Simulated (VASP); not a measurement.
```xyz
2
Lattice="1.2461 -2.1584 0.0000 1.2461 2.1584 0.0000 0.0000 0.0000 4.0283" Properties=species:S:1:pos:R:3 pbc="T T T"
Co     1.2461     0.7195     1.0071
Co     1.2461    -0.7195     3.0212
```
Starting moments (μB, in the order of the record's atoms Co Co): 1.6 1.6.

Level of theory: PBE GGA, VASP's PBE PAW potentials (set 64) (plane waves; VASP). Run with 480 eV cut-off, 15×15×8 Γ-centred mesh, first-order Methfessel-Paxton smearing of 0.10 eV, potentials Co.

**Question.** Predict the cell moment, energy per atom (σ→0), band gap (on the k-mesh) with the smallest direct gap where there is one.

**Answer.** 
```
Quantity                                                     Value
------------------------  ----------------------------------------
band gap (on the k-mesh)  none (metal, semimetal or under 0.01 eV)
cell moment                                                3.25 μB
energy per atom (σ→0)                               -7.037 eV/atom
```

**Question.** Give the moment on each site (PAW-sphere projection).

**Answer.** 
```csv
site,moment (μB)
Co1,1.64
Co2,1.64
```

Total energies compare only between runs with the same potentials, cut-off and functional.

The compound is Co in the hcp structure. It was relaxed first. The start is the result of an earlier pass.
